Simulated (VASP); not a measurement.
# NaBe2Se2 (P-6m2) in VASP: further runs

Aim: see how the results for NaBe2Se2 move with the level of theory and the settings. Levels: PBE, LDA. Tasks: relaxation of cell and atoms.

Everything below comes from runs of VASP 6.6.1. Logs are shortened: lines on timing, memory, paths and dates and some standing lists are left out, and cuts for length are marked.

### Step 1. The structure

Symmetry: P-6m2, No. 187, hexagonal system. Conventional cell: a = 3.672 Å, b = 3.672 Å, c = 8.011 Å, α = 90.00°, β = 90.00°, γ = 120.00°. Na (site symmetry -6m2) is surrounded by 6 Se at 3.04 Å. Around Be (site symmetry 3m) lie 3 Se at 2.22 Å and 1 Be at 2.35 Å. Around Se (site symmetry 3m) lie 3 Be at 2.22 Å.

The cell was built by a generator and needn't be a form met in nature.

### Step 2. Relaxation of cell and atoms, PBE

File INCAR:

```
  PREC = Accurate
  ENCUT = 600
  EDIFF = 1E-6
  ISMEAR = 0
  SIGMA = 0.05
  LREAL = False
  LASPH = True
  NELM = 80
  ALGO = Normal
  ISIF = 3
  LWAVE = False
  LCHARG = False
  GGA = PE
  IBRION = 2
  NSW = 40
  EDIFFG = -0.005
```

File KPOINTS:

```
Automatic mesh
0
Gamma
  8 8 4
```

File POSCAR:

```
NaBe2Se2
1.0
    3.6722800000      0.0000000000      0.0000000000
   -1.8361400000      3.1802800000      0.0000000000
    0.0000000000      0.0000000000      8.0111600000
Na Be Se
1 2 2
Direct
    0.0000000000      0.0000000000      0.5000000000
    0.3333300000      0.6666700000      0.1463900000
    0.3333300000      0.6666700000      0.8536100000
    0.6666700000      0.3333300000      0.2285200000
    0.6666700000      0.3333300000      0.7714800000
```

Potentials or basis: VASP PAW PBE potentials, release 64 (Na_pv, Be, Se).

Started as:

```
$ cat potpaw_PBE.64/Na_pv/POTCAR potpaw_PBE.64/Be/POTCAR potpaw_PBE.64/Se/POTCAR > POTCAR
$ mpirun -np 1 vasp_std > vasp.out
```

OUTCAR:

```text
PREC = Accurate
   ENCUT = 600
   EDIFF = 1E-6
   ISMEAR = 0
   LREAL = False
   LASPH = True
   NELM = 80
   ISIF = 3
   GGA = PE
   IBRION = 2
   NSW = 40
   EDIFFG = -0.005

 ion  position               nearest neighbor table
   1  0.000  0.000  0.500-
   2  0.333  0.667  0.146-   4 2.22   4 2.22   4 2.22   3 2.35
   3  0.333  0.667  0.854-   5 2.22   5 2.22   5 2.22   2 2.35
   4  0.667  0.333  0.229-   2 2.22   2 2.22   2 2.22
   5  0.667  0.333  0.771-   3 2.22   3 2.22   3 2.22

  LATTYP: Found a hexagonal cell.
 ALAT       =     3.6722800000
 C/A-ratio  =     2.1815221062

  Lattice vectors:

 A1 = (   3.6722800000,   0.0000000000,   0.0000000000)
 A2 = (  -1.8361400000,   3.1802800000,   0.0000000000)
 A3 = (   0.0000000000,   0.0000000000,   8.0111600000)

Analysis of symmetry for initial positions (statically):
=====================================================================
 Subroutine PRICEL returns:
 Original cell was already a primitive cell.

 Routine SETGRP: Setting up the symmetry group for a
 hexagonal supercell.

 Subroutine GETGRP returns: Found  4 space group operations
 (whereof  4 operations were pure point group operations)
 out of a pool of 24 trial point group operations.

The static configuration has the point symmetry C_2v.

Analysis of symmetry for dynamics (positions and initial velocities):
=====================================================================
 Subroutine PRICEL returns:
 Original cell was already a primitive cell.

 Routine SETGRP: Setting up the symmetry group for a
 hexagonal supercell.

 Subroutine GETGRP returns: Found  4 space group operations
 (whereof  4 operations were pure point group operations)
 out of a pool of 24 trial point group operations.

The dynamic configuration has the point symmetry C_2v.

 Subroutine INISYM returns: Found  4 space group operations
 (whereof  4 operations are pure point group operations),
 and found     1 'primitive' translations

----------------------------------------------------------------------------------------

                                     Primitive cell

  volume of cell :      93.5614

  direct lattice vectors                    reciprocal lattice vectors
     3.672280000  0.000000000  0.000000000     0.272310390  0.157218861  0.000000000
    -1.836140000  3.180280000  0.000000000     0.000000000  0.314437722  0.000000000
     0.000000000  0.000000000  8.011160000     0.000000000  0.000000000  0.124825868

  length of vectors
     3.672280000  3.672273271  8.011160000     0.314437146  0.314437722  0.124825868

  position of ions in fractional coordinates (direct lattice)
     0.000000000  0.000000000  0.500000000
     0.333330000  0.666670000  0.146390000
     0.333330000  0.666670000  0.853610000
     0.666670000  0.333330000  0.228520000
     0.666670000  0.333330000  0.771480000

  ion indices of the primitive-cell ions
   primitive index   ion index
                 1           1
                 2           2
                 3           3
                 4           4
                 5           5

----------------------------------------------------------------------------------------

 KPOINTS: Automatic mesh

Automatic generation of k-mesh.
 Grid dimensions read from file:
 generate k-points for:    8    8    4

 Generating k-lattice:

  Cartesian coordinates                     Fractional coordinates (reciprocal lattice)
     0.034038799  0.019652358  0.000000000     0.125000000 -0.000000000  0.000000000
     0.000000000  0.039304715  0.000000000     0.000000000  0.125000000  0.000000000
     0.000000000  0.000000000  0.031206467     0.000000000  0.000000000  0.250000000

  Length of vectors
     0.039304643  0.039304715  0.031206467

  Shift w.r.t. Gamma in fractional coordinates (k-lattice)
     0.000000000  0.000000000  0.000000000

 Subroutine IBZKPT returns following result:
 ===========================================

 Found     63 irreducible k-points:

 Following reciprocal coordinates:
            Coordinates               Weight
  0.000000  0.000000  0.000000      1.000000
  0.125000  0.000000  0.000000      4.000000
 -0.125000  0.125000  0.000000      2.000000
  0.250000  0.000000  0.000000      4.000000
 -0.250000  0.250000  0.000000      2.000000
  0.375000 -0.000000  0.000000      4.000000
[... 16 lines left out ...]
  0.125000  0.000000  0.250000      8.000000
 -0.125000  0.125000  0.250000      4.000000
 [... further k-points ...]
   k-points           NKPTS =     63   k-points in BZ     NKDIM =     63   number of bands    NBANDS=     15
   number of dos      NEDOS =    301   number of ions     NIONS =      5
   total plane-waves  NPLWV =  57600
   dimension x,y,z NGX =    30 NGY =   30 NGZ =   64
   dimension x,y,z NGXF=    60 NGYF=   60 NGZF=  128
   ions per type =               1   2   2
   NGX,Y,Z   is equivalent  to a cutoff of  13.58, 13.58, 13.28 a.u.
   NGXF,Y,Z  is equivalent  to a cutoff of  27.16, 27.16, 26.56 a.u.
 SYSTEM =  unknown system
   PREC   = accura    normal or accurate (medium, high low for compatibility)
   ISTART =      0    job   : 0-new  1-cont  2-samecut
   ICHARG =      2    charge: 1-file 2-atom 10-const
   ISPIN  =      1    spin polarized calculation?
   LNONCOLLINEAR =      F non collinear calculations
   LSORBIT =      F    spin-orbit coupling
   LASPH  =      T    aspherical Exc in radial PAW
   ENCUT  =  600.0 eV  44.10 Ry    6.64 a.u.   7.33  7.33 16.00*2*pi/ulx,y,z
   NELM   =     80;   NELMIN=  2; NELMDL= -5     # of ELM steps
   EDIFF  = 0.1E-05   stopping-criterion for ELM
   LREAL  =      F    real-space projection
   EDIFFG = -.5E-02   stopping-criterion for IOM
   NSW    =     40    number of steps for IOM
   IBRION =      2    ionic relax: 0-MD 1-quasi-New 2-CG
   NFREE  =      1    steps in history (QN), initial steepest desc. (CG)
   ISIF   =      3    stress and relaxation
   ISYM   =      2    0-nonsym 1-usesym 2-fastsym
   POTIM  = 0.5000    time-step for ionic-motion
   TEBEG  =    0.0;   TEEND  =   0.0 temperature during run
   PSTRESS=    0.0 pullay stress
   NELECT =      23.0000    total number of electrons
   NUPDOWN=      -1.0000    fix difference up-down
   EMIN   =  10.00;   EMAX   =-10.00  energy-range for DOS
   EFERMI =   0.00;   METHOD = LEGACY
   ISMEAR =     0;   SIGMA  =   0.05  broadening in eV -4-tet -1-fermi 0-gaus
   EFERMI_NEDOS =   21; number of points for ismear=-14 and -15
   IALGO  =     38    algorithm
   IMIX   =      4    mixing-type and parameters
     AMIX     =   0.40;   BMIX     =  1.00
     AMIX_MAG =   1.60;   BMIX_MAG =  1.00
  volume/ion in A,a.u.               =      18.71       126.28
  Fermi-wavevector in a.u.,A,eV,Ry     =   1.025538  1.937987 14.309642  1.051729
  Thomas-Fermi vector in A             =   2.159384
   LORBIT       =      0    0 simple, 1 ext, 2 COOP (PROOUT), +10 PAW based schemes
   GGA     = PE    functional components
   LHFCALC =     F    Hartree Fock is set to
   AEXX    =    0.0000 exact exchange contribution
   IVDW    =     0    specifies the selected vdW correction
   LEPSILON=     F    determine dielectric tensor
   LRPA    =     F    only Hartree local field effects (RPA)
 conjugate gradient relaxation of ions
 non-spin polarized calculation
 Gauss-broadening in eV      SIGMA  =   0.05
  energy-cutoff  :      600.00
  volume of cell :       93.56
 maximum number of plane-waves:      3164
 NGX is ok and might be reduce to    30
   NGX = 15   NGY = 15   NGZ = 33

--------------------------------------- Ionic step        1  -------------------------------------------

 number of electron      22.9999994 magnetization

 Free energy of the ion-electron system (eV)
  ---------------------------------------------------
  ext. energy  EPLUGINS =         0.00000000
  ---------------------------------------------------
  free energy    TOTEN  =       -18.47624867 eV

  energy without entropy =      -18.47548420  energy(sigma->0) =      -18.47586643

------------------------ aborting loop because EDIFF is reached ----------------------------------------

  FORCE on cell =-STRESS in cart. coord.  units (eV):
  Direction    XX          YY          ZZ          XY          YZ          ZX
  --------------------------------------------------------------------------------------
  -------------------------------------------------------------------------------------
  Total        0.1086768      0.1090162     -0.0085857      0.0002944      0.0000000      0.0000000
  in kB        1.8610188      1.8668309     -0.1470239      0.0050413      0.0000000      0.0000000
  external PRESSURE =       1.1936086 kB  Pullay stress =       0.0000000 kB
[... 141 lines left out ...]
  energy  without entropy=      -18.4756845327  energy(sigma->0) =      -18.47603726

--------------------------------------- Ionic step        5  -------------------------------------------

 number of electron      22.9999994 magnetization

 Free energy of the ion-electron system (eV)
  ---------------------------------------------------
  ext. energy  EPLUGINS =         0.00000000
  ---------------------------------------------------
  free energy    TOTEN  =       -18.47640371 eV

  energy without entropy =      -18.47571812  energy(sigma->0) =      -18.47606092

 E-fermi :   3.7993     XC(G=0):  -8.9167

 val. band max:        3.7285417393   @ k =   0.3750  -0.0000   0.2500
 cond. band min:       3.8273819301   @ k =  -0.1250   0.1250   0.0000
 fundamental gap:      0.0988401908
 Fermi energy:         3.7992703135

 k-point     1 :       0.0000    0.0000    0.0000
  band No.  band energies     occupation
      1     -21.1478      2.00000
      2     -21.1477      2.00000
      3     -21.1477      2.00000
      4     -10.7862      2.00000
      5     -10.4348      2.00000
      6      -2.1107      2.00000
      7       0.8820      2.00000
      8       1.5451      2.00000
      9       1.5452      2.00000
     10       1.8573      2.00000
     11       1.8574      2.00000
     12       3.4405      2.00000
     13       6.7030      0.00000
     14       6.7755      0.00000
     15       7.4811      0.00000
[... 397 lines left out ...]
 k-point    24 :      -0.1250    0.1250    0.2500
  band No.  band energies     occupation
      1     -21.1528      2.00000
      2     -21.1489      2.00000
      3     -21.1467      2.00000
      4     -10.6368      2.00000
      5     -10.3621      2.00000
      6      -1.7177      2.00000
      7       0.2819      2.00000
      8       0.6271      2.00000
      9       0.9394      2.00000
     10       1.2859      2.00000
     11       1.5870      2.00000
     12       4.5275      0.00000
     13       6.5940      0.00000
     14       7.0531      0.00000
     15       7.7537      0.00000

 [... further k-points ...]

------------------------ aborting loop because EDIFF is reached ----------------------------------------

  FORCE on cell =-STRESS in cart. coord.  units (eV):
  Direction    XX          YY          ZZ          XY          YZ          ZX
  --------------------------------------------------------------------------------------
  -------------------------------------------------------------------------------------
  Total        0.0026444      0.0025861      0.0128649     -0.0000505      0.0000000      0.0000000
  in kB        0.0452069      0.0442097      0.2199281     -0.0008634      0.0000000      0.0000000
  external PRESSURE =       0.1031149 kB  Pullay stress =       0.0000000 kB
[... 20 lines left out ...]
  FREE ENERGIE OF THE ION-ELECTRON SYSTEM (eV)
  ---------------------------------------------------
  free  energy   TOTEN  =       -18.4764037142 eV

  energy  without entropy=      -18.4757181178  energy(sigma->0) =      -18.47606092

 reached required accuracy - stopping structural energy minimisation
```

Wall time 2.9 min (1 thread of AMD EPYC 7R13 (Zen 3), shared host); peak memory 0.28 GiB.

Results:

```
Free energy                            : -18.4764 eV
Relaxed volume                         : 18.74 Å³/atom
Relaxed cell                           : a = 3.676 Å, b = 3.676 Å, c = 8.009 Å, α = 90.00°, β = 90.00°, γ = 120.00°
Space group after relaxing (to 0.05 Å) : P-6m2 (No. 187)
Energy gained by relaxing              : 0.0 meV/atom
Ionic steps                            : 5
Pressure after relaxing                : 0.0 GPa
Largest force after relaxing           : 0.003 eV/Å
Band gap on the k mesh                 : none (metal or under the smearing width)
```

Forces on the atoms (eV/Å):
```
Na   0.000  0.000  0.000
Be   0.000  0.000 -0.003
Be   0.000  0.000  0.003
Se   0.000  0.000  0.002
Se   0.000  0.000 -0.002
```

Step by step:
```csv
step,energy change (eV),largest force (eV/Å),pressure (GPa),volume (Å³)
1,0.0000,0.0141,0.12,93.56
2,-0.0001,0.0123,-0.01,93.75
3,-0.0001,0.0124,-0.01,93.76
4,-0.0001,0.0088,-0.02,93.75
5,-0.0002,0.0035,0.01,93.72
```

Final structure:
```
Na Be Se
1.0
     3.67602    0.00000    0.00000
    -1.83801    3.18352    0.00000
     0.00000    0.00000    8.00852
Na Be Se
1 2 2
Direct
  0.00000 0.00000 0.50000
  0.33333 0.66667 0.14629
  0.33333 0.66667 0.85371
  0.66667 0.33333 0.22813
  0.66667 0.33333 0.77187
```

### Step 3. Relaxation of cell and atoms, LDA

File INCAR:

```
SYSTEM = NaBe2Se2
  PREC = Accurate
  ENCUT = 600
  EDIFF = 1E-6
  ISMEAR = 0
  SIGMA = 0.05
  LREAL = .FALSE.
  LASPH = .TRUE.
  NELM = 60
  ALGO = Normal
  ISIF = 3
  LWAVE = .FALSE.
  LCHARG = .FALSE.
  GGA = CA
  IBRION = 2
  NSW = 60
  EDIFFG = -0.01
```

File KPOINTS:

```
regular mesh
0
G
  8 8 4
  0 0 0
```

POSCAR is that of step 2.

Potentials or basis: VASP PAW LDA potentials, release 64 (Na_pv, Be, Se).

Started as:

```
$ cat potpaw_LDA.64/Na_pv/POTCAR potpaw_LDA.64/Be/POTCAR potpaw_LDA.64/Se/POTCAR > POTCAR
$ mpirun -np 1 vasp_std > vasp.out
```

OUTCAR:

```text
SYSTEM = NaBe2Se2
   PREC = Accurate
   ENCUT = 600
   EDIFF = 1E-6
   ISMEAR = 0
   LREAL = .FALSE.
   LASPH = .TRUE.
   NELM = 60
   ISIF = 3
   GGA = CA
   IBRION = 2
   NSW = 60
   EDIFFG = -0.01

 ion  position               nearest neighbor table
   1  0.000  0.000  0.500-
   2  0.333  0.667  0.146-   4 2.22   4 2.22   4 2.22   3 2.35
   3  0.333  0.667  0.854-   5 2.22   5 2.22   5 2.22   2 2.35
   4  0.667  0.333  0.229-   2 2.22   2 2.22   2 2.22
   5  0.667  0.333  0.771-   3 2.22   3 2.22   3 2.22

  LATTYP: Found a hexagonal cell.
 ALAT       =     3.6722800000
 C/A-ratio  =     2.1815221062

  Lattice vectors:

 A1 = (   3.6722800000,   0.0000000000,   0.0000000000)
 A2 = (  -1.8361400000,   3.1802800000,   0.0000000000)
 A3 = (   0.0000000000,   0.0000000000,   8.0111600000)

[... 403 lines left out ...]
      4     -10.7064      2.00000
      5     -10.2838      2.00000
      6      -2.0505      2.00000
      7       1.2519      2.00000
      8       1.8747      2.00000
      9       1.8747      2.00000
     10       2.2290      2.00000
     11       2.2290      2.00000
     12       3.9031      2.00000
     13       7.2191      0.00000
     14       7.4568      0.00000
[... 401 lines left out ...]
      2     -20.6088      2.00000
      3     -20.6036      2.00000
      4     -10.5380      2.00000
      5     -10.2135      2.00000
      6      -1.6145      2.00000
      7       0.5611      2.00000
      8       0.9162      2.00000
      9       1.2791      2.00000
     10       1.5912      2.00000
     11       1.9282      2.00000
     12       5.0673      0.00000
     13       7.0507      0.00000
     14       7.6042      0.00000
     15       8.2934      0.00000

 [... further k-points ...]

------------------------ aborting loop because EDIFF is reached ----------------------------------------

  FORCE on cell =-STRESS in cart. coord.  units (eV):
  Direction    XX          YY          ZZ          XY          YZ          ZX
  --------------------------------------------------------------------------------------
  -------------------------------------------------------------------------------------
  Total       -0.0031361     -0.0030774     -0.0311785      0.0000508      0.0000000      0.0000000
  in kB       -0.0573142     -0.0562417     -0.5698047      0.0009286      0.0000000      0.0000000
  external PRESSURE =      -0.2277868 kB  Pullay stress =       0.0000000 kB
[... 20 lines left out ...]
  FREE ENERGIE OF THE ION-ELECTRON SYSTEM (eV)
  ---------------------------------------------------
  free  energy   TOTEN  =       -20.9354055400 eV

  energy  without entropy=      -20.9349514971  energy(sigma->0) =      -20.93517852

 reached required accuracy - stopping structural energy minimisation
```

OSZICAR:

```text
N       E                     dE             d eps       ncg     rms          rms(c)
DAV:   1     0.144308813979E+03    0.14431E+03   -0.11262E+04  1890   0.152E+03
DAV:   2    -0.469967844164E+01   -0.14901E+03   -0.14665E+03  2002   0.302E+02
DAV:   3    -0.209972943072E+02   -0.16298E+02   -0.16029E+02  2478   0.928E+01
[... 71 lines left out ...]
       N       E                     dE             d eps       ncg     rms          rms(c)
DAV:   1    -0.209354627825E+02   -0.77603E-04   -0.31001E-03  1890   0.564E-01    0.464E-02
DAV:   2    -0.209354200373E+02    0.42745E-04   -0.13492E-04  2254   0.105E-01    0.231E-02
DAV:   3    -0.209354064011E+02    0.13636E-04   -0.36143E-05  2191   0.472E-02    0.814E-03
DAV:   4    -0.209354055400E+02    0.86109E-06   -0.76080E-07  1283   0.772E-03
  10 F= -.20935406E+02 E0= -.20935179E+02  d E =-.161956E-03
```

Run time: 6 min. Hardware: 1 thread of AMD EPYC 7R13 (Zen 3), shared host; peak memory 0.24 GiB.

What came out:

* Free energy: -20.9354 eV
* Relaxed volume: 17.53 Å³/atom
* Relaxed cell: a = 3.607 Å, b = 3.607 Å, c = 7.779 Å, α = 90.00°, β = 90.00°, γ = 120.00°
* Space group after relaxing (to 0.05 Å): P-6m2 (No. 187)
* Energy gained by relaxing: 13.0 meV/atom
* Ionic steps: 10
* Pressure after relaxing: 0.0 GPa
* Largest force after relaxing: 0.008 eV/Å
* Band gap on the k mesh: none (metal or under the smearing width)

Forces in eV/Å, atoms in the order of the input:
```
Na   0.000  0.000  0.000
Be   0.000  0.000 -0.007
Be   0.000  0.000  0.007
Se   0.000  0.000  0.008
Se   0.000  0.000 -0.008
```

The path:
```csv
step,energy change (eV),largest force (eV/Å),pressure (GPa),volume (Å³)
1,0.0000,0.1157,-3.33,93.56
2,-0.0586,0.0184,-0.13,88.39
3,-0.0586,0.0186,-0.07,88.37
4,-0.0627,0.0301,-0.01,87.97
5,-0.0639,0.0540,0.07,87.63
6,-0.0643,0.0381,-0.02,87.71
7,-0.0646,0.0185,-0.11,87.83
8,-0.0646,0.0132,-0.16,87.87
9,-0.0648,0.0137,0.04,87.59
10,-0.0648,0.0080,-0.02,87.67
```

Final structure:
```xyz
5
Lattice="3.6074 0.0000 0.0000 -1.8037 3.1241 0.0000 0.0000 0.0000 7.7791" Properties=species:S:1:pos:R:3 pbc="T T T"
Na   -1.8037    3.1241    3.8895
Be    0.0000    2.0827    1.1566
Be    0.0000    2.0827    6.6225
Se    1.8037    1.0414    1.7823
Se    1.8037    1.0414    5.9967
```
